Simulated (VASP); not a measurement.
An input for Ansatz (written as the equivalent of a VASP run, and not itself run):

Ansatz 0.2 input:
```yaml
crystal:
  lattice:
    - [1.7700000, -3.0657300, 0.0000000]
    - [1.7700000, 3.0657300, 0.0000000]
    - [0.0000000, 0.0000000, 6.0100000]
  atoms:
    - { symbol: Ti, position: [0.0000000, 0.0000000, 0.0000000] }
    - { symbol: Se, position: [0.3333330, 0.6666670, 0.2550000] }
    - { symbol: Se, position: [0.6666670, 0.3333330, 0.7450000] }
kpoints:
  mp_grid: { grid: [9, 9, 5] }
hamiltonian:
  xc: pbe
  pseudopotentials: { kind: paw }
scf:
  occupations: { method: methfessel_paxton, width: 0.1 }
  max_iter: 100
output: { forces: true, stress: true, eigenvalues: true }
```

### Question
Write the VASP files for the same calculation (PBE).

### Answer
Several could match; the one computed here: 
**INCAR**
```
SYSTEM = TiSe2
PREC = Single; ENCUT = 400; LREAL = .False.
LASPH = .True.
EDIFF = 1E-6; NELM = 100; ALGO = Normal
LMAXMIX = 4
ISMEAR = 1; SIGMA = 0.1
GGA = PE
ISIF = 2
LWAVE = .False.; LCHARG = .False.
```

**KPOINTS**
```
Automatic mesh
0
Gamma
9 9 5
0 0 0
```

**POSCAR**
```
TiSe2
1
    1.7700000000    -3.0657300000     0.0000000000
    1.7700000000     3.0657300000     0.0000000000
    0.0000000000     0.0000000000     6.0100000000
Ti Se
1 2
Direct
  0.0000000000   0.0000000000   0.0000000000
  0.3333330000   0.6666670000   0.2550000000
  0.6666670000   0.3333330000   0.7450000000
```

POTCAR, in this order: Ti_sv Se (PBE.64 set). Program: vasp_std.

The two are equivalent in intent, not identical: each code has its own PAW files, so the cut-off isn't converted (ENCUT is set for VASP's; basis.ecutwfc is left out, and Ansatz then takes the one that its files recommend); Ansatz stops its SCF on the density residual and VASP on the energy change (EDIFF).

The compound is TiSe2 in the 1T layered structure. The cell was not relaxed at this level. The run is one of a series of settings (PREC = Single against the base run), some of them coarse on purpose.
